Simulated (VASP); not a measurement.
Here is the system:

```
CELL_PARAMETERS angstrom
      2.14467    -3.71468     0.00000
      2.14467     3.71468     0.00000
      0.00000     0.00000     6.96631
ATOMIC_POSITIONS crystal
  Cd 0.66667 0.33333 0.50000
  Cd 0.33333 0.66667 0.00000
  S  0.66667 0.33333 0.87700
  S  0.33333 0.66667 0.37700
```

All values below come from PBE GGA, VASP's PBE PAW potentials (set 64) (plane waves; VASP 6.6.1). Run with 520 eV cut-off, 6×6×4 Γ-centred mesh, Gaussian smearing of 0.050 eV, potentials Cd S.

### Question
Give the stress tensor in GPa (positive for a compressed cell).

### Answer

```
-2.74   0.00   0.00
 0.00  -2.74   0.00
 0.00   0.00  -2.66
```
The pressure is its mean diagonal, -2.71 GPa.

The compound is CdS in the wurtzite structure. This cell is one point of a volume scan, at 1.06 of the reference volume.
